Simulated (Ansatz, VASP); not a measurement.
**Y3AlN4 in VASP and in Ansatz**

Contents of INCAR:

```
SYSTEM = Y3AlN4
ALGO = Normal
EDIFF = 1E-6
ENCUT = 520
GGA = PE
ISIF = 2
ISMEAR = 0
LASPH = .TRUE.
LCHARG = .FALSE.
LREAL = .FALSE.
LWAVE = .FALSE.
NBANDS = 38
NELM = 80
PREC = Accurate
SIGMA = 0.1
```

KPOINTS

```
k-points
0
G
  4 4 2
  0 0 0
```

The input POSCAR:

```
Y3AlN4
1.0
    3.3381469994      0.0000000000      0.0000000000
    0.0000000000      4.8242082389      0.0000000000
    0.0000000000      0.0000000000      6.6704541081
Y Al N
3 1 4
Direct
    0.5000000000      0.5000000000      0.2403835390
    0.0000000000      0.0000000000      0.5000000000
    0.5000000000      0.5000000000      0.7596164610
    0.0000000000      0.0000000000      0.0000000000
    0.0000000000      0.5000000000      0.5000000000
    0.5000000000      0.0000000000      0.7744205066
    0.0000000000      0.5000000000      0.0000000000
    0.5000000000      0.0000000000      0.2255794934
```

Input for Ansatz:

```yaml
crystal:
  lattice:
    - [3.3381469994, 0.0, 0.0]
    - [0.0, 4.8242082389, 0.0]
    - [0.0, 0.0, 6.6704541081]
  atoms:
    - { symbol: "Y", position: [0.5, 0.5, 0.240383539] }
    - { symbol: "Y", position: [0.0, 0.0, 0.5] }
    - { symbol: "Y", position: [0.5, 0.5, 0.759616461] }
    - { symbol: Al, position: [0.0, 0.0, 0.0] }
    - { symbol: "N", position: [0.0, 0.5, 0.5] }
    - { symbol: "N", position: [0.5, 0.0, 0.7744205066] }
    - { symbol: "N", position: [0.0, 0.5, 0.0] }
    - { symbol: "N", position: [0.5, 0.0, 0.2255794934] }
basis:
  ecutwfc: 420
kpoints:
  mp_grid: { grid: [4, 4, 2] }
hamiltonian:
  xc: pbe
scf:
  occupations: { method: gaussian, width: 0.1 }
  lower_state_search: "off"
output:
  forces: true
  stress: true
  eigenvalues: true
```

Alike in both runs: task single point; functional PBE; k mesh 4 × 4 × 2; occupations gaussian, width 0.1 eV; no spin polarisation.

|  | VASP | Ansatz |
| --- | --- | --- |
| version | VASP 6.6.1 | Ansatz 0.2.0 |
| potentials or method | VASP PAW PBE potentials, release 64 (Y_sv, Al, N) | scalar-relativistic, plane waves, PAW |
| plane-wave cutoff (eV) | 520 | 420 |
| valence electrons in the cell | 56 | 56 |

Ansatz gave:

* gap on the k mesh at the Fermi level (eV): 0.41
* least direct gap on the mesh (eV): 0.46
* pressure (GPa): 0.2
* largest component of the traceless stress (GPa): 0.28
* rms of the force components (eV/Å): 0.010

Q: Estimate VASP's values.

A: gap on the k mesh at the Fermi level (eV): 0.40; least direct gap on the mesh (eV): 0.46; pressure (GPa): 0.0; largest component of the traceless stress (GPa): 0.28; rms of the force components (eV/Å): 0.010.

Atom by atom the forces differ by 0.000 eV/Å (rms over components).

Caveats: the k mesh is coarse (spacing up to 0.47 Å⁻¹), so the values aren't converged.
